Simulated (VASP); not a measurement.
An input for Quantum ESPRESSO's pw.x (written as the equivalent of a VASP run, and not itself run):

```
&CONTROL
  calculation = 'vc-relax'
  pseudo_dir = './pseudo'
  outdir = './out'
  tprnfor = .true.
  tstress = .true.
  nstep = 40
  forc_conv_thr = 0.00078
/
&SYSTEM
  ibrav = 0
  nat = 2
  ntyp = 2
  ecutwfc = 86
  occupations = 'smearing'
  smearing = 'gaussian'
  degauss = 0.003675
  input_dft = 'pbe'
/
&ELECTRONS
  conv_thr = 7.3e-08
  electron_maxstep = 100
/
&IONS
/
&CELL
/
ATOMIC_SPECIES
  Zn 65.380 Zn.upf
  Se 78.971 Se.upf
CELL_PARAMETERS angstrom
     0.0000000    2.8671468    2.8671468
     2.8671468    0.0000000    2.8671468
     2.8671468    2.8671468    0.0000000
ATOMIC_POSITIONS crystal
  Zn   0.0000000  0.0000000  0.0000000
  Se   0.2500000  0.2500000  0.2500000
K_POINTS automatic
  8 8 8 0 0 0
```

### Question
Translate this input to VASP (INCAR, KPOINTS, POSCAR, choice of POTCAR).

### Answer
Several could match; the one computed here: 
**POSCAR**
```
ZnSe
1
    0.0000000000     2.8671467973     2.8671467973
    2.8671467973     0.0000000000     2.8671467973
    2.8671467973     2.8671467973     0.0000000000
Zn Se
1 1
Direct
  0.0000000000   0.0000000000   0.0000000000
  0.2500000000   0.2500000000   0.2500000000
```

KPOINTS:
```
Automatic mesh
0
Gamma
8 8 8
0 0 0
```

### INCAR
```
! general
SYSTEM  = ZnSe
PREC    = Accurate
ENCUT   = 500   ! plane-wave cut-off (eV)
LREAL   = .False.   ! projection in real space or not
LASPH   = .True.

! electronic loop
EDIFF   = 1E-6
NELM    = 100   ! most electronic steps
ALGO    = Normal   ! blocked Davidson
LMAXMIX = 4

! smearing
ISMEAR  = 0   ! Gaussian
SIGMA   = 0.05   ! width (eV)

! functional
GGA     = PE   ! PBE

! ions
IBRION  = 2
NSW     = 40   ! most ionic steps
ISIF    = 3   ! ions, shape and volume
EDIFFG  = -0.02   ! ionic stop

! output
LWAVE   = .False.
LCHARG  = .False.
```

POTCAR, in this order: Zn Se (PBE.64 set). Program: vasp_std.

Limits of the translation: the potentials are each code's own (VASP's PAW set, PseudoDojo norm-conserving files in pw.x), so ENCUT and ecutwfc are chosen apart and not converted; conv_thr bounds pw.x's estimated SCF error, while EDIFF bounds the energy change between steps; forc_conv_thr acts on force components and is met together with etot_conv_thr.

The compound is ZnSe in the zinc blende structure. This run relaxes it. Symmetry was kept, so distortions that lower it aren't found.
